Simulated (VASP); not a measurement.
# MgS (Niningerite): a GW gap and what it depends on, part 2 of 2

How far does the GW correction to the gap of MgS (Niningerite) depend on the settings? The starting structure is a measured crystal structure from the Crystallography Open Database. Cell and atoms stay as given.

VASP 6.6.1.

Results so far: G0W0 (response cutoff 100 eV, 4×4×4 mesh) 4.06 eV; G0W0 (response cutoff 160 eV, 4×4×4 mesh) 4.21 eV.

### Step 4. G0W0 (response cutoff 240 eV, 4×4×4 mesh)

Level of this step: G0W0 on LDA; plane waves and PAW (S_GW, Mg_GW) (VASP).

It reads the orbitals and their derivatives (WAVECAR and WAVEDER) of a run with the empty bands, which follows a ground-state run; neither is shown.

Input file INCAR:

```
SYSTEM = MgS
PREC = Accurate
ENCUT = 300
ISMEAR = 0
SIGMA = 0.01
LREAL = .FALSE.
GGA = CA
NBANDS = 300
ALGO = EVGW0
NELMGW = 1
ENCUTGW = 240
NOMEGA = 40
PRECFOCK = Fast
NBANDSGW = 12
LWAVE = .FALSE.
LCHARG = .FALSE.
```

Input file POSCAR:

```
MgS
1.0
    0.0000000000      2.6016500000      2.6016500000
    2.6016500000      0.0000000000      2.6016500000
    2.6016500000      2.6016500000      0.0000000000
S Mg
1 1
Direct
    0.5000000000      0.5000000000      0.5000000000
    0.0000000000      0.0000000000      0.0000000000
```

Input file KPOINTS:

```
Automatic mesh
0
Gamma
4 4 4
0 0 0
```

The projector-augmented-wave data sets are S_GW and Mg_GW (LDA family, release 64).

Started as:

```
$ mpirun -np 4 vasp_std
```

What it wrote:

```text
[banner, memory and clock lines left out]
running    4 mpi-ranks, on    1 nodes
[...]
|                                                                             |
|           W    W    AA    RRRRR   N    N  II  N    N   GGGG   !!!           |
|           W    W   A  A   R    R  NN   N  II  NN   N  G    G  !!!           |
|           W    W  A    A  R    R  N N  N  II  N N  N  G       !!!           |
|           W WW W  AAAAAA  RRRRR   N  N N  II  N  N N  G  GGG   !            |
|           WW  WW  A    A  R   R   N   NN  II  N   NN  G    G                |
|           W    W  A    A  R    R  N    N  II  N    N   GGGG   !!!           |
|                                                                             |
|     The default for ENCUTGWSOFT is different in this version of VASP.       |
|     please manually set ENCUTGWSOFT =240 in the INCAR file.                 |
|                                                                             |

 LDA part: xc-table for (Slater(with rela. corr.)+CA(PZ))
[...]
total number of BLAS operations        746.59 Gflops
NQ=   4    0.2500    0.2500    0.0000,
|.........|.........|.........|.........|.........|.........|.........|.........
 performed       1432000 updates of chi_q(r,r)
 total number of BLAS operations       1053.56 Gflops
NQ=   5    0.5000    0.2500    0.0000,
|.........|.........|.........|.........|.........|.........|.........|.........
 performed       2015000 updates of chi_q(r,r)
 total number of BLAS operations       1468.14 Gflops
NQ=   6   -0.2500    0.2500    0.0000,
|.........|.........|.........|.........|.........|.........|.........|.........
 performed       2526000 updates of chi_q(r,r)
 total number of BLAS operations       1824.28 Gflops
NQ=   7    0.5000    0.5000    0.0000,
|.........|.........|.........|.........|.........|.........|.........|.........
 performed       2835000 updates of chi_q(r,r)
 total number of BLAS operations       2050.43 Gflops
NQ=   8   -0.2500    0.5000    0.2500,
|.........|.........|.........|.........|.........|.........|.........|.........
 performed       3260000 updates of chi_q(r,r)
 total number of BLAS operations       2317.08 Gflops
 resolving degeneracies of screened two electron integrals

 calculate QP shifts <psi_nk| G(iteration)W_0 |psi_nk>: iteration 1
 entering main loop
[key lines of the parts left out:]
E-fermi :   4.8719
```

Wall time 31 s (4 MPI ranks of Intel Xeon Platinum 8488C (Sapphire Rapids), shared host); peak memory 0.94 GiB.

From OUTCAR (step 4):

```text
 QP shifts <psi_nk| G(iteration)W_0 |psi_nk>: iteration 1
 for sc-GW calculations column KS-energies equals QP-energies in previous step
 and V_xc(KS)=  KS-energies - (<T + V_ion + V_H > + <T+V_H+V_ion>^1  + <V_x>^1)
 k-point   1 :       0.0000    0.0000    0.0000
  band No.  KS-energies  QP-energies   sigma(KS)   V_xc(KS)     V^pw_x(r,r')   Z            occupation Imag(sigma)
      1      -9.0386      -9.9817     -13.9573     -12.6256     -20.7722       0.7081       2.0000       1.4301
      2       3.6077       2.6283     -14.6708     -13.3885     -16.2152       0.7638       2.0000       0.0055
      3       3.6077       2.6283     -14.6708     -13.3885     -16.2152       0.7638       2.0000       0.0055
      4       3.6077       2.6283     -14.6708     -13.3885     -16.2152       0.7638       2.0000       0.0055
      5       7.0825       7.7619      -9.5703     -10.4335      -5.4473       0.7871       0.0000      -0.1443
      6      11.3984      12.0871      -8.7318      -9.6107      -4.1991       0.7837       0.0000      -0.1604
      7      11.3984      12.0871      -8.7318      -9.6107      -4.1991       0.7837       0.0000      -0.1604
      8      11.3984      12.0871      -8.7318      -9.6107      -4.1991       0.7837       0.0000      -0.1604
    ...

[... 1 part as in an earlier step ...]

[... 2 further parts left out ...]
[key lines of the parts left out:]
E-fermi :   4.8719
```

G0W0 (response cutoff 240 eV, 4×4×4 mesh): the quasiparticle gap on this mesh is 4.294 eV, +1.766 eV from the LDA gap on the same points, with 300 bands.

### Step 5. GW0 with iterated eigenvalues (response cutoff 160 eV, 4×4×4 mesh)

It reads the orbitals and their derivatives (WAVECAR and WAVEDER) of a run with the empty bands, which follows a ground-state run; neither is shown.

INCAR, as its differences from that of step 4:

```diff
@@ -7,6 +7,6 @@
 GGA = CA
-NBANDS = 300
+NBANDS = 164
 ALGO = EVGW0
-NELMGW = 1
-ENCUTGW = 240
+NELMGW = 4
+ENCUTGW = 160
 NOMEGA = 40
```

POSCAR is that of step 4.

KPOINTS is that of step 4.

Started as:

```
$ mpirun -np 4 vasp_std
```

What it wrote:

```text
[banner, memory and clock lines left out]
running    4 mpi-ranks, on    1 nodes
[...]
[... a notice as in an earlier step ...]

 LDA part: xc-table for (Slater(with rela. corr.)+CA(PZ))
 , standard interpolation
 found WAVECAR, reading the header
 POSCAR, INCAR and KPOINTS ok, starting setup
[...]
reading WAVECAR
 the WAVECAR file was read successfully
 initial charge from wavefunction
 available memory per node:     58.14 GB, setting MAXMEM to     59532

 The Fermi energy was updated, please check that it is located mid-gap
 values below the HOMO (VB) or above the LUMO (CB) will cause erroneous energies
 E-fermi :   4.8719

 calculate exact exchange contribution
 the WAVEDER file was read successfully
energies w=
    0.000    0.000    0.825    0.000    1.645    0.000    2.455    0.000
    3.253    0.000    4.035    0.000    4.801    0.000    5.549    0.000
    6.281    0.000    6.998    0.000    7.703    0.000    8.397    0.000
[...]
total number of BLAS operations        121.08 Gflops
NQ=   4    0.2500    0.2500    0.0000,
|.........|.........|.........|.........|.........|.........|.........|.........
 performed        779000 updates of chi_q(r,r)
 total number of BLAS operations        170.64 Gflops
NQ=   5    0.5000    0.2500    0.0000,
|.........|.........|.........|.........|.........|.........|.........|.........
 performed       1097000 updates of chi_q(r,r)
 total number of BLAS operations        239.08 Gflops
NQ=   6   -0.2500    0.2500    0.0000,
|.........|.........|.........|.........|.........|.........|.........|.........
 performed       1375000 updates of chi_q(r,r)
 total number of BLAS operations        299.05 Gflops
NQ=   7    0.5000    0.5000    0.0000,
|.........|.........|.........|.........|.........|.........|.........|.........
 performed       1543000 updates of chi_q(r,r)
 total number of BLAS operations        329.38 Gflops
NQ=   8   -0.2500    0.5000    0.2500,
|.........|.........|.........|.........|.........|.........|.........|.........
 performed       1774000 updates of chi_q(r,r)
 total number of BLAS operations        374.45 Gflops
 resolving degeneracies of screened two electron integrals

 calculate QP shifts <psi_nk| G(iteration)W_0 |psi_nk>: iteration 4
 entering main loop
```

The job ended after 42 s (4 MPI ranks; peak memory 0.66 GiB).

Parts of OUTCAR (step 5):

```text
 QP shifts <psi_nk| G(iteration)W_0 |psi_nk>: iteration 2
 k-point   1 :       0.0000    0.0000    0.0000
  band No. old QP-enery  QP-energies   sigma(KS)   T+V_ion+V_H  V^pw_x(r,r')   Z            occupation Imag(sigma)
      1      -9.8826     -10.0984     -13.7755       3.5870     -20.7722       0.7053       2.0000       1.5160
      2       2.7525       2.6146     -14.4233      16.9962     -16.2152       0.7677       2.0000       0.0899
      3       2.7525       2.6146     -14.4233      16.9962     -16.2152       0.7677       2.0000       0.0899
      4       2.7525       2.6146     -14.4233      16.9962     -16.2152       0.7677       2.0000       0.0899
      5       7.8423       7.9535      -9.5330      17.5160      -5.4473       0.7900       0.0000      -0.0966
      6      12.1342      12.2504      -8.7263      21.0091      -4.1991       0.7817       0.0000      -0.1216
      7      12.1342      12.2504      -8.7263      21.0091      -4.1991       0.7817       0.0000      -0.1216
      8      12.1342      12.2504      -8.7263      21.0091      -4.1991       0.7817       0.0000      -0.1216
    ...

 QP shifts <psi_nk| G(iteration)W_0 |psi_nk>: iteration 3
 k-point   1 :       0.0000    0.0000    0.0000
  band No. old QP-enery  QP-energies   sigma(KS)   T+V_ion+V_H  V^pw_x(r,r')   Z            occupation Imag(sigma)
      1     -10.0984     -10.1544     -13.7652       3.5870     -20.7722       0.7022       2.0000       1.5227
      2       2.6146       2.5902     -14.4134      16.9962     -16.2152       0.7676       2.0000       0.0902
      3       2.6146       2.5902     -14.4134      16.9962     -16.2152       0.7676       2.0000       0.0902
      4       2.6146       2.5902     -14.4134      16.9962     -16.2152       0.7676       2.0000       0.0902
      5       7.9535       7.9694      -9.5423      17.5160      -5.4473       0.7901       0.0000      -0.0968
      6      12.2504      12.2694      -8.7344      21.0091      -4.1991       0.7817       0.0000      -0.1216
      7      12.2504      12.2694      -8.7344      21.0091      -4.1991       0.7817       0.0000      -0.1216
      8      12.2504      12.2694      -8.7344      21.0091      -4.1991       0.7817       0.0000      -0.1216
    ...

 QP shifts <psi_nk| G(iteration)W_0 |psi_nk>: iteration 4
 k-point   1 :       0.0000    0.0000    0.0000
  band No. old QP-enery  QP-energies   sigma(KS)   T+V_ion+V_H  V^pw_x(r,r')   Z            occupation Imag(sigma)
      1     -10.1544     -10.1687     -13.7617       3.5870     -20.7722       0.7023       2.0000       1.5260
      2       2.5902       2.5855     -14.4121      16.9962     -16.2152       0.7678       2.0000       0.0902
      3       2.5902       2.5855     -14.4121      16.9962     -16.2152       0.7678       2.0000       0.0902
      4       2.5902       2.5855     -14.4121      16.9962     -16.2152       0.7678       2.0000       0.0902
      5       7.9694       7.9717      -9.5437      17.5160      -5.4473       0.7901       0.0000      -0.0967
      6      12.2694      12.2725      -8.7357      21.0091      -4.1991       0.7816       0.0000      -0.1216
      7      12.2694      12.2725      -8.7357      21.0091      -4.1991       0.7816       0.0000      -0.1216
      8      12.2694      12.2725      -8.7357      21.0091      -4.1991       0.7816       0.0000      -0.1216
    ...

[... 3 parts as in an earlier step ...]

[... 1 further part left out ...]
[key lines of the parts left out:]
E-fermi :   4.8719
```

GW0 with iterated eigenvalues (response cutoff 160 eV, 4×4×4 mesh): the quasiparticle gap on this mesh is 4.501 eV, +1.972 eV from the LDA gap on the same points, with 164 bands.

### Step 6. G0W0 (response cutoff 100 eV, 5×5×5 mesh)

It reads the orbitals and their derivatives (WAVECAR and WAVEDER) of a run with the empty bands, which follows a ground-state run; neither is shown.

INCAR, as its differences from that of step 5:

```diff
@@ -7,6 +7,6 @@
 GGA = CA
-NBANDS = 164
+NBANDS = 80
 ALGO = EVGW0
-NELMGW = 4
-ENCUTGW = 160
+NELMGW = 1
+ENCUTGW = 100
 NOMEGA = 40
```

POSCAR is that of step 5.

Input file KPOINTS:

```
Automatic mesh
0
Gamma
5 5 5
0 0 0
```

Started as:

```
$ mpirun -np 4 vasp_std
```

What it wrote:

```text
[banner, memory and clock lines left out]
running    4 mpi-ranks, on    1 nodes
[...]
[... a notice as in an earlier step ...]

 LDA part: xc-table for (Slater(with rela. corr.)+CA(PZ))
 , standard interpolation
 found WAVECAR, reading the header
 POSCAR, INCAR and KPOINTS ok, starting setup
[...]
reading WAVECAR
 the WAVECAR file was read successfully
 initial charge from wavefunction
 available memory per node:     57.74 GB, setting MAXMEM to     59128

 The Fermi energy was updated, please check that it is located mid-gap
 values below the HOMO (VB) or above the LUMO (CB) will cause erroneous energies
 E-fermi :   5.0691

 calculate exact exchange contribution
 the WAVEDER file was read successfully
energies w=
    0.000    0.000    0.821    0.000    1.637    0.000    2.444    0.000
    3.238    0.000    4.017    0.000    4.779    0.000    5.523    0.000
    6.252    0.000    6.966    0.000    7.667    0.000    8.358    0.000
[...]
total number of BLAS operations         44.53 Gflops
NQ=   6   -0.4000    0.2000    0.0000,
|.........|.........|.........|.........|.........|.........|.........|.........
 performed       1276000 updates of chi_q(r,r)
 total number of BLAS operations         59.15 Gflops
NQ=   7   -0.2000    0.2000    0.0000,
|.........|.........|.........|.........|.........|.........|.........|.........
 performed       1515000 updates of chi_q(r,r)
 total number of BLAS operations         71.10 Gflops
NQ=   8    0.4000    0.4000    0.0000,
|.........|.........|.........|.........|.........|.........|.........|.........
 performed       1696000 updates of chi_q(r,r)
 total number of BLAS operations         80.39 Gflops
NQ=   9   -0.4000    0.4000    0.0000,
|.........|.........|.........|.........|.........|.........|.........|.........
 performed       1935000 updates of chi_q(r,r)
 total number of BLAS operations         91.74 Gflops
NQ=  10   -0.4000    0.4000    0.2000,
|.........|.........|.........|.........|.........|.........|.........|.........
 performed       2231000 updates of chi_q(r,r)
 total number of BLAS operations        108.49 Gflops
 resolving degeneracies of screened two electron integrals

 calculate QP shifts <psi_nk| G(iteration)W_0 |psi_nk>: iteration 1
 entering main loop
```

Wall time 12 s (4 MPI ranks); peak memory 0.57 GiB; 44 s of CPU time.

From OUTCAR (step 6):

```text
 QP shifts <psi_nk| G(iteration)W_0 |psi_nk>: iteration 1
 for sc-GW calculations column KS-energies equals QP-energies in previous step
 and V_xc(KS)=  KS-energies - (<T + V_ion + V_H > + <T+V_H+V_ion>^1  + <V_x>^1)
 k-point   1 :       0.0000    0.0000    0.0000
  band No.  KS-energies  QP-energies   sigma(KS)   V_xc(KS)     V^pw_x(r,r')   Z            occupation Imag(sigma)
      1      -9.0584      -9.6891     -13.5341     -12.6298     -20.7802       0.6975       2.0000       1.5080
      2       3.5859       2.9641     -14.1998     -13.3883     -16.1205       0.7663       2.0000       0.0939
      3       3.5859       2.9641     -14.1998     -13.3883     -16.1205       0.7663       2.0000       0.0939
      4       3.5859       2.9641     -14.1998     -13.3883     -16.1205       0.7663       2.0000       0.0939
      5       7.0729       7.9863      -9.2810     -10.4334      -5.5668       0.7926       0.0000      -0.0892
      6      11.3928      12.2501      -8.5247      -9.6171      -4.2334       0.7848       0.0000      -0.1240
      7      11.3928      12.2501      -8.5247      -9.6171      -4.2334       0.7848       0.0000      -0.1240
      8      11.3928      12.2501      -8.5247      -9.6171      -4.2334       0.7848       0.0000      -0.1240
    ...

[... 1 part as in an earlier step ...]

[... 2 further parts left out ...]
[key lines of the parts left out:]
E-fermi :   5.0691
```

G0W0 (response cutoff 100 eV, 5×5×5 mesh): the quasiparticle gap on this mesh is 4.523 eV, +1.557 eV from the LDA gap on the same points, with 80 bands.

### Step 7. The runs compared

```csv
run,LDA gap on the mesh (eV),GW gap (eV),correction (eV),bands
"G0W0 (response cutoff 100 eV, 4×4×4 mesh)",2.528,4.063,1.535,80
"G0W0 (response cutoff 160 eV, 4×4×4 mesh)",2.528,4.212,1.683,164
"G0W0 (response cutoff 240 eV, 4×4×4 mesh)",2.528,4.294,1.766,300
"GW0 with iterated eigenvalues (response cutoff 160 eV, 4×4×4 mesh)",2.528,4.501,1.972,164
"G0W0 (response cutoff 100 eV, 5×5×5 mesh)",2.966,4.523,1.557,80
```

### Step 8. Outcome

| Property | Result |
| --- | --- |
| gap, G0W0 (response cutoff 100 eV, 4×4×4 mesh) | 4.063 eV |
| gap, G0W0 (response cutoff 160 eV, 4×4×4 mesh) | 4.212 eV |
| gap, G0W0 (response cutoff 240 eV, 4×4×4 mesh) | 4.294 eV |
| gap, GW0 with iterated eigenvalues (response cutoff 160 eV, 4×4×4 mesh) | 4.501 eV |
| gap, G0W0 (response cutoff 100 eV, 5×5×5 mesh) | 4.523 eV |

What this shows: The correction to the LDA gap of MgS (Niningerite) is +1.535 eV at a response cutoff of 100 eV, +1.683 eV at a response cutoff of 160 eV, +1.766 eV at a response cutoff of 240 eV. The number of bands rises with the cutoff. On a 5×5×5 mesh in place of 4×4×4 the correction is +1.557 eV against +1.535 eV. The LDA gap lies between other k-points on the two meshes (0.0000 0.0000 0.0000 to 0.4000 0.4000 0.0000 against 0.0000 0.0000 0.0000 to 0.5000 0.5000 0.0000), so the two corrections belong to different transitions. Iterating the eigenvalues in G raises the gap by +0.289 eV. From a response cutoff of 160 to 240 eV the correction still moves by +0.083 eV, so cutoff and bands aren't shown to be converged. The LDA gap along the bands, from another run on this structure, is 2.558 eV. On the 4×4×4 mesh it is 2.528 eV, lower, since the two runs differ in mesh, cutoff and data sets. On the 5×5×5 mesh it is 2.966 eV, so this mesh misses the band edges. Further runs on this material are not shown.

[Lines on the potential files, build, host, timing and source positions are cut from VASP's logs without a mark.]

[Logs are printed without paths, hosts, clocks, repeated set-up lines and the standing remarks that a program may print on its own settings, such as how far it seeks lower states.]

[Hosts, paths, dates, database ids (printed as entryN), source tags and the programs' standing remarks are cut or masked in the printed files.]
